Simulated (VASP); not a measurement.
These are PBE GGA, VASP's PBE PAW potentials (set 64) (plane waves; VASP) values and carry that method's errors.

VASP ran on this input.

File KPOINTS:
```
Automatic mesh
0
Gamma
14 14 14
0 0 0
```

POSCAR:
```
HfC
1
    0.0000000000     2.2679993041     2.2679993041
    2.2679993041     0.0000000000     2.2679993041
    2.2679993041     2.2679993041     0.0000000000
Hf C
1 1
Direct
  0.0000000000   0.0000000000   0.0000000000
  0.5000000000   0.5000000000   0.5000000000
```

INCAR:
```
SYSTEM = HfC
PREC = Accurate
ENCUT = 620
EDIFF = 1E-6
NELM = 100
ALGO = Normal
LREAL = .FALSE.
LASPH = .TRUE.
ISMEAR = 1
SIGMA = 0.1
GGA = PE
LMAXMIX = 6
LWAVE = .FALSE.
LCHARG = .FALSE.
IBRION = 2
ISIF = 3
NSW = 40
EDIFFG = -0.02
PSTRESS = 300
```

POTCAR, in this order: Hf_pv C (PBE.64 set). Program: vasp_std.

Output

File OSZICAR:
```
       N       E                     dE             d eps       ncg     rms          rms(c)
DAV:   1     0.302015148985E+02    0.30202E+02   -0.86957E+03  2288   0.141E+03
DAV:   2    -0.221588623261E+02   -0.52360E+02   -0.49775E+02  2956   0.238E+02
DAV:   3    -0.240317693669E+02   -0.18729E+01   -0.18453E+01  2965   0.345E+01
DAV:   4    -0.240476428108E+02   -0.15873E-01   -0.15861E-01  2697   0.310E+00
DAV:   5    -0.240478282628E+02   -0.18545E-03   -0.18543E-03  3015   0.284E-01    0.654E+01
DAV:   6    -0.209977607209E+02    0.30501E+01   -0.18959E+01  2507   0.233E+01    0.455E+01
DAV:   7    -0.209526570742E+02    0.45104E-01   -0.52318E-01  2618   0.591E+00    0.250E+01
DAV:   8    -0.209469905893E+02    0.56665E-02   -0.31414E-02  2542   0.190E+00    0.476E+00
DAV:   9    -0.209433296917E+02    0.36609E-02   -0.18707E-02  2578   0.812E-01    0.179E+00
DAV:  10    -0.209431309175E+02    0.19877E-03   -0.77671E-04  2669   0.241E-01    0.296E-01
DAV:  11    -0.209431269880E+02    0.39294E-05   -0.12453E-04  2628   0.865E-02    0.692E-02
DAV:  12    -0.209431246551E+02    0.23330E-05   -0.45487E-06  2646   0.203E-02    0.538E-02
DAV:  13    -0.209431240151E+02    0.63998E-06   -0.43162E-07  1276   0.664E-03
   1 F= -.16574251E+02 E0= -.16574202E+02  d E =-.165743E+02
       N       E                     dE             d eps       ncg     rms          rms(c)
DAV:   1    -0.208052493202E+02    0.13788E+00   -0.13250E+01  2288   0.370E+01    0.138E+01
DAV:   2    -0.204871070566E+02    0.31814E+00   -0.40347E-01  2318   0.686E+00    0.743E+00
DAV:   3    -0.203627554857E+02    0.12435E+00   -0.36561E-01  2336   0.589E+00    0.424E+00
DAV:   4    -0.203639250562E+02   -0.11696E-02   -0.59865E-03  2752   0.837E-01    0.546E+00
DAV:   5    -0.203624211608E+02    0.15039E-02   -0.27496E-03  2695   0.424E-01    0.280E-01
DAV:   6    -0.203623589748E+02    0.62186E-04   -0.20096E-04  2584   0.112E-01    0.155E-01
DAV:   7    -0.203623680343E+02   -0.90595E-05   -0.12060E-05  2598   0.334E-02    0.191E-01
DAV:   8    -0.203623576060E+02    0.10428E-04   -0.90765E-05  2533   0.735E-02    0.173E-02
DAV:   9    -0.203623579551E+02   -0.34910E-06   -0.25847E-06  2132   0.186E-02
   2 F= -.16438794E+02 E0= -.16438731E+02  d E =0.135457E+00
       N       E                     dE             d eps       ncg     rms          rms(c)
DAV:   1    -0.210685306894E+02   -0.70617E+00   -0.68887E+00  2288   0.267E+01    0.101E+01
DAV:   2    -0.209057068093E+02    0.16282E+00   -0.23027E-01  2300   0.509E+00    0.552E+00
DAV:   3    -0.208405916510E+02    0.65115E-01   -0.19904E-01  2321   0.417E+00    0.303E+00
DAV:   4    -0.208410286288E+02   -0.43698E-03   -0.31066E-03  2778   0.604E-01    0.377E+00
DAV:   5    -0.208403902688E+02    0.63836E-03   -0.11711E-03  2731   0.297E-01    0.530E-01
DAV:   6    -0.208402969040E+02    0.93365E-04   -0.18260E-04  2688   0.956E-02    0.157E-01
DAV:   7    -0.208403034209E+02   -0.65169E-05   -0.60705E-06  2549   0.244E-02    0.164E-01
DAV:   8    -0.208402796488E+02    0.23772E-04   -0.81820E-05  2536   0.615E-02    0.442E-02
DAV:   9    -0.208402788967E+02    0.75212E-06   -0.46100E-06  2493   0.205E-02
   3 F= -.16596244E+02 E0= -.16596181E+02  d E =-.219926E-01
       N       E                     dE             d eps       ncg     rms          rms(c)
DAV:   1    -0.208368974745E+02    0.33822E-02   -0.74413E-04  2300   0.274E-01    0.971E-02
DAV:   2    -0.208368794011E+02    0.18073E-04   -0.24030E-05  2312   0.517E-02    0.524E-02
DAV:   3    -0.208368727846E+02    0.66164E-05   -0.21544E-05  2333   0.437E-02    0.307E-02
DAV:   4    -0.208368727190E+02    0.65615E-07   -0.31243E-07  1273   0.627E-03
   4 F= -.16596263E+02 E0= -.16596200E+02  d E =-.220119E-01
```

### OUTCAR
```
------------------------ aborting loop because EDIFF is reached ----------------------------------------
  FORCE on cell =-STRESS in cart. coord.  units (eV):
  Direction    XX          YY          ZZ          XY          YZ          ZX
  --------------------------------------------------------------------------------------
  Total        4.2392266      4.2392266      4.2392266      0.0000000      0.0000000      0.0000000
  in kB      299.9021517    299.9021517    299.9021517      0.0000000      0.0000000      0.0000000
  external PRESSURE =      -0.0978483 kB  Pullay stress =     300.0000000 kB
  volume of cell :       22.65
      direct lattice vectors                 reciprocal lattice vectors
     0.000000000  2.245583524  2.245583524    -0.222659275  0.222659275  0.222659275
     2.245583524  0.000000000  2.245583524     0.222659275 -0.222659275  0.222659275
     2.245583524  2.245583524 -0.000000000     0.222659275  0.222659275 -0.222659275
 POSITION                                       TOTAL-FORCE (eV/Angst)
 -----------------------------------------------------------------------------------
      0.00000      0.00000      0.00000         0.000000     -0.000000      0.000000
      2.24558      2.24558      2.24558        -0.000000      0.000000     -0.000000
 -----------------------------------------------------------------------------------
    total drift:                                0.000000      0.000000      0.000000
  FREE ENERGIE OF THE ION-ELECTRON SYSTEM (eV)
  ---------------------------------------------------
  free  energy   TOTEN  =       -20.8368727190 eV

  energy  without entropy=      -20.8366842179  energy(sigma->0) =      -20.83680989
  enthalpy is  TOTEN    =       -16.5962629713 eV   P V=        4.2406097477

 reached required accuracy - stopping structural energy minimisation
```
(Selected blocks of OUTCAR.)

### CONTCAR
```
HfC
   1.00000000000000
     0.0000000000000000    2.2455835235744610    2.2455835235744610
     2.2455835235744610    0.0000000000000000    2.2455835235744610
     2.2455835235744610    2.2455835235744610   -0.0000000000000000
  Hf              C
     1     1
Direct
     0.0000000000000000    0.0000000000000000    0.0000000000000000
     0.5000000000000000    0.5000000000000000    0.5000000000000000
```

File OUTCAR:
```
 val. band max:        6.7770257352   @ k =   0.3571   0.2857   0.0000

 cond. band min:       6.8129389808   @ k =   0.5000   0.5000   0.0000


 Fermi energy:         6.7850231164

 k-point     1 :       0.0000    0.0000    0.0000
  band No.  band energies     occupation
      1     -22.2777      2.00000
      2     -22.2777      2.00000
      3     -22.2777      2.00000
      4      -6.0537      2.00000
      5       7.8384     -0.00000
      6       7.8384     -0.00000
      7       7.8384     -0.00000
      8       8.1933     -0.00000
      9       8.1933     -0.00000
     10       8.1933     -0.00000
     11      10.5011      0.00000

 k-point     2 :       0.0714    0.0000    0.0000
  band No.  band energies     occupation
      1     -22.3319      2.00000
      2     -22.2825      2.00000
      3     -22.2825      2.00000
      4      -5.9013      2.00000
      5       6.8664      0.01298
      6       7.1426     -0.00001
      7       7.1426     -0.00001
      8       8.4911     -0.00000
      9       8.4911     -0.00000
     10       8.8477      0.00000
     11      11.2022      0.00000

 k-point     3 :       0.1429    0.0000    0.0000
  band No.  band energies     occupation
      1     -22.4807      2.00000
      2     -22.2959      2.00000
      3     -22.2959      2.00000
      4      -5.4635      2.00000
      5       5.5637      2.00000
      6       6.1253      2.00000
      7       6.1254      2.00000
      8       8.9609      0.00000
      9       8.9609      0.00000
     10       9.3627      0.00000
     11      12.6409      0.00000

 k-point     4 :       0.2143    0.0000    0.0000
  band No.  band energies     occupation
      1     -22.6881      2.00000
      2     -22.3151      2.00000
      3     -22.3151      2.00000
      4      -4.7923      2.00000
      5       4.2227      2.00000
      6       5.1910      2.00000
      7       5.1910      2.00000
      8       9.6510      0.00000
      9       9.6510      0.00000
...
```

Energy and stress use the plane-wave basis of the starting cell. Unless said otherwise, spin-orbit coupling is left out, though it shifts the bands of the heavy elements here.

The compound is HfC in the rock salt structure. This run relaxes it under an external pressure of 30 GPa. Symmetry was kept, so distortions that lower it aren't found.
